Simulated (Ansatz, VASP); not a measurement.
# Cross-check of SnPb2 between VASP and Ansatz, part 2 of 2

One calculation is typed for both programs; each brings its own data sets. How far apart do they land? The cell is generated by rule, not measured, and may not be a known phase. The cell is taken from a series of runs on this material, whose earlier steps may have relaxed, scaled, displaced or heated it; both programs get it as it stands.

VASP 6.6.1 and Ansatz 0.2.0.

So far: Starting point; VASP: zone-centre phonons, PBEsol.

The structure was built from a prototype and need not be the compound's stable phase.

### 3. Ansatz: zone-centre phonons, PBEsol

Level of this step: Ansatz beside VASP: Kohn-Sham DFT, plane waves, PBEsol (Ansatz).

Ansatz runs on norm-conserving files, of PseudoDojo where its log says so.

The same cell, functional, mesh and smearing now go to Ansatz, which takes its cutoff from its data sets.

File input.yaml:

```yaml
crystal:
  lattice:
    - [6.5672936291, 0.0, 0.0]
    - [0.0, 6.5672936291, 0.0]
    - [0.0, 0.0, 6.5672936291]
  atoms:
    - { symbol: Sn, position: [0.0, 0.0, 0.0] }
    - { symbol: Sn, position: [0.5, 0.5, 0.5] }
    - { symbol: Pb, position: [0.25, 0.25, 0.25] }
    - { symbol: Pb, position: [0.75, 0.75, 0.25] }
    - { symbol: Pb, position: [0.75, 0.25, 0.75] }
    - { symbol: Pb, position: [0.25, 0.75, 0.75] }
kpoints:
  mp_grid: { grid: [6, 6, 6] }
hamiltonian:
  xc: pbesol
  pseudopotentials: { kind: nc }
scf:
  occupations: { method: methfessel_paxton, width: 0.2 }
output:
  eigenvalues: true
phonons:
  method: dfpt
```

On the command line:

```console
$ ansatz run input.yaml --threads 8 --pin off --max-ram 14336MiB --backend cpu --events-out ev --progress --plain --runs-dir out
```

Numbers of over 12 decimals in the logs are rounded to 6 here.

The program printed:

```text
Engine: ansatz 0.2.0, aarch64-unknown-linux-gnu
Pseudopotentials: kind: nc
Pseudopotential: Sn, nc, valence charge 14, recommended cutoff 979.609905 eV (normal), Sn.nc.azcp (PseudoDojo's, or run here from an input of PseudoDojo's: the run reads no file of this project's for it)
Pseudopotential: Pb, nc, valence charge 14, recommended cutoff 850 eV (normal), Pb.nc.azcp (PseudoDojo's, or run here from an input of PseudoDojo's: the run reads no file of this project's for it)
Functional definition: PBEsol
  exchange = pbesol_x
  correlation = pbesol_c
Crystal: 6 atoms, lattice volume = 283.243 Å³
Basis set: ecut = 979.609905 eV, 19597 PW (Γ), exchange–correlation on 144×144×144 points (8 copies of the dense FFT grid, shifted against one another)
Bands: 51, of which v1, the nominal top of the filled ones, is band 42 counted from 1 (41 counted from 0)
Symmetry: 48 space group operations
k-points: 68 of 216 (irreducible under 2 space group operations, time reversal used)
Non-local potential: Sn, projectors of the file, l = 0: 2, l = 1: 2, l = 2: 2, l = 3: 2
Non-local potential: Pb, projectors of the file, l = 0: 3, l = 1: 2, l = 2: 2, l = 3: 1
Initial density: superposition of atomic densities (chi_scale 0.1, normalization cell, long waves kept (reshape's long-wave potential 0.00 eV rms))
Initial wavefunctions: pseudopotential atomic-orbital guess
Functional: x = pbesol(κ = 0.804, μ = 0.123457), c = pbesol(β = 0.046)
SCF iter   1: F=—  HF=-11872.045181 eV  |F-HF|=—  |Δ(HF+E_count)|=         —  Δρ=2.20e-2  dr2=4.51e0  ethr=3.10e-3  ⟨swp⟩=7.3  Hψ=12629  notcnv=0
preconditioner: auto → LDOS  [metal: Δε(μ)=0.071 eV  Ē_g=13.794 eV  σ=0.200 eV  W_gap=0.30  n_scr=56 (ndim 8)  ℏωp=17.7 eV  f_vac=0.027  D(μ)=4.99/eV (n_scr^D=26)  β→1.0]
SCF iter   2: F=—  HF=-11870.658972 eV  |F-HF|=—  |Δ(HF+E_count)|=    1.39e0  S|Δr|=    0.00e0  Δρ=7.77e-3  dr2=2.12e-1  ethr=3.10e-3  ⟨swp⟩=4.0  Hψ=7682  notcnv=0  defer=74
SCF iter   3: F=—  HF=-11870.600163 eV  |F-HF|=—  |Δ(HF+E_count)|=   5.88e-2  S|Δr|=    0.00e0  Δρ=3.19e-3  dr2=2.12e-2  ethr=2.52e-4  ⟨swp⟩=2.0  Hψ=5301  notcnv=0  defer=74
SCF iter   4: F=—  HF=-11870.591239 eV  |F-HF|=—  |Δ(HF+E_count)|=   8.92e-3  S|Δr|=    0.00e0  Δρ=3.49e-4  dr2=3.11e-4  ethr=2.52e-5  ⟨swp⟩=2.1  Hψ=5593  notcnv=0  defer=74
SCF iter   5: F=—  HF=-11870.591290 eV  |F-HF|=—  |Δ(HF+E_count)|=   5.03e-5  S|Δr|=    0.00e0  Δρ=7.77e-5  dr2=2.24e-5  ethr=3.70e-7  ⟨swp⟩=2.0  Hψ=6344  notcnv=0  defer=74
SCF iter   6: F=—  HF=-11870.591306 eV  |F-HF|=—  |Δ(HF+E_count)|=   1.60e-5  S|Δr|=    0.00e0  Δρ=1.90e-5  dr2=1.02e-6  ethr=2.67e-8  ⟨swp⟩=2.2  Hψ=6272  notcnv=0  defer=74
SCF iter   7: F=—  HF=-11870.591622 eV  |F-HF|=—  |Δ(HF+E_count)|=   3.17e-4  S|Δr|=    0.00e0  Δρ=4.60e-6  dr2=2.81e-8  ethr=1.22e-9  ⟨swp⟩=2.0  Hψ=4398  notcnv=0  defer=74
SCF iter   8: F=—  HF=-11870.591622 eV  |F-HF|=—  |Δ(HF+E_count)|=   6.09e-9  S|Δr|=    0.00e0  Δρ=6.47e-7  dr2=1.01e-9  ethr=3.35e-11  ⟨swp⟩=2.0  Hψ=6280  notcnv=0  defer=74
SCF iter   9: F=—  HF=-11870.591622 eV  |F-HF|=—  |Δ(HF+E_count)|=  8.37e-11  S|Δr|=    0.00e0  Δρ=1.05e-7  dr2=1.96e-11  ethr=1.20e-12  ⟨swp⟩=3.0  Hψ=6646  notcnv=0  defer=74
SCF iter  10: F=-11870.591622 eV  HF=-11870.591622 eV  |F-HF|=1.82e-12  |Δ(HF+E_count)|=  7.28e-12  S|Δr|=    0.00e0  Δρ=9.25e-9  dr2=2.32e-13  ethr=1.00e-12  ⟨swp⟩=15.2  Hψ=18192  notcnv=0
SCF 1 converged in 10 iterations: F = -11870.591622 eV  dr2 = 2.32e-13
DFPT response loops at Γ: preconditioner auto → Kerker (q_TF=auto, 2.228 Å⁻¹) (partly filled bands, converged f_vac=0.020); β = 1.00, the filter's whole step (`scf.mixing.beta` (0.50) is not read by the response loops under this deck's `scf.mixing.preconditioner`; to damp them name `kerker` or `kerker_dos`, under which they read `scf.mixing.beta`, and type it under 1.00, their step now; both keys bind the ground state too); Broyden in place of MSR1
SCF converged after 10 iterations
Stability not checked: this state was not tested for a lower state beside it, because cold or Methfessel-Paxton smearing, or corrected tetrahedra, fill the levels in a way that the test cannot read (fill_not_monotonic; see scf.lower_state_search)
Free energy (F): -11870.591622 eV
Harris-Foulkes:  -11870.591622 eV  (|F-HF|=1.82e-12)
Internal energy: -11870.599584 eV  (E = F + TS)
E sigma→0 (E₀):  -11870.593613 eV
Entropy (-TS):   0.007962 eV (1.327 meV/atom)
Fermi energy:    5.346822 eV
--- Per-component energies (eV) ---
  E_band       = -777.757236
  E_kinetic    = 6293.315940
  E_local      = -8971.478146  (includes V_loc(G=0)·N_el)
  E_nonlocal   = -3226.672374
  E_hartree    = 3515.236424
  E_xc         = -3287.008760
  E_vxc        = -1903.395526  (∫ρ·V_xc dr)
  E_ewald      = -6193.992669
  E_smearing   = 0.007962  (= −TS)
  E_closure    = 0.000000  (closes the sum)
  Σ components = -11870.591622   (vs F -11870.591622, Δ=0.00e0)
--- Band table (eV; the first three rows and the last of 68) ---
  k-point 0: bands = [... 38 lower, 2.9768, 3.9920, 3.9920, 6.1784, 6.1784, 6.1784, 6.5537, 6.5537, ... 5 higher]
  k-point 1: bands = [... 38 lower, 3.5450, 4.0847, 4.0904, 5.8328, 5.8328, 5.9076, 6.5986, 6.7301, ... 5 higher]
  k-point 2: bands = [... 38 lower, 4.3452, 4.3531, 4.3581, 5.3498, 5.6316, 5.6316, 6.2427, 6.4122, ... 5 higher]
  k-point 67: bands = [... 38 lower, 2.2297, 5.3163, 5.3163, 5.3163, 6.9267, 6.9267, 7.2049, 7.2049, ... 5 higher]
--- Phonons (Γ-DFPT): 2 representative perturbations + reference, on 68 of 216 k-points (Σ response iterations 9) ---
  k mesh reduced under 2 symmetry operations, with k and −k counted as one. Each operation leaves every solved perturbation unchanged. A smaller set is not used because it would not reduce the number of displacements times k-points to solve
  ASR residual: 4.395e-4 → 0.000e0 eV/Å²; symmetrization residual: 1.888e-4 eV/Å²
  ASR residual per site (eV/Å²): 4.40e-4 4.40e-4 2.64e-4 2.64e-4 2.64e-4 2.64e-4
  Γ frequencies (cm⁻¹): -51.84 -51.84 -47.34 -47.34 -47.34 -46.84 -46.84 -46.84 0.00 0.00 0.00 102.93 102.93 102.93 109.01 157.55 157.55 157.55
  non-analytic LO–TO correction: not included (Born effective charges unavailable; polar crystals: no LO–TO splitting at Γ)
```

### 4. Differences

Known differences besides the potentials themselves: the cutoff is 979.61 eV in Ansatz and 500 eV in VASP. Total energies have different zeros and are not compared.

The two programs side by side:

| quantity | Ansatz | VASP | difference |
| --- | --- | --- | --- |
| optical mode 1 to 2 (imaginary, printed as negative) (cm⁻¹) | -51.8 | -52.1 | +0.2 |
| optical mode 3 to 5 (imaginary, printed as negative) (cm⁻¹) | -47.3 | -48.5 | +1.2 |
| optical mode 6 to 8 (imaginary, printed as negative) (cm⁻¹) | -46.8 | -47.4 | +0.6 |
| optical mode 9 to 11 (cm⁻¹) | 102.9 | 101.8 | +1.08 % |
| optical mode 12 (cm⁻¹) | 109.0 | 108.9 | +0.06 % |
| optical mode 13 to 15 (cm⁻¹) | 157.6 | 157.1 | +0.31 % |

Modes are paired by rising frequency, not by their patterns, so a pair may set unlike modes beside each other; they are those without the splitting of longitudinal modes.

### 5. Summary of results

- r.m.s. difference of the optical zone-centre modes, each program's sorted by frequency (zone-centre phonons, PBEsol): 0.81 cm⁻¹
- difference in optical mode 9 to 11 (zone-centre phonons, PBEsol): +1.1 %

In words: The r.m.s. difference of the optical zone-centre modes, each program's sorted by frequency is 0.81 cm⁻¹ (zone-centre phonons, PBEsol). Among the rows given in per cent, the largest difference of the zone-centre phonons, PBEsol pair is in optical mode 9 to 11, +1.1 %. Such differences can come from data sets, numerical settings and the points named under the comparisons, not from the functional's error against experiment.

[Lines on the potential files, build, host, timing and source positions are cut from VASP's logs without a mark.]

[Logs are printed without paths, hosts, clocks, repeated set-up lines and the standing remarks that a program may print on its own settings, such as how far it seeks lower states.]

[Hosts, paths, dates, database ids (printed as entryN), source tags and the programs' standing remarks are cut or masked in the printed files.]
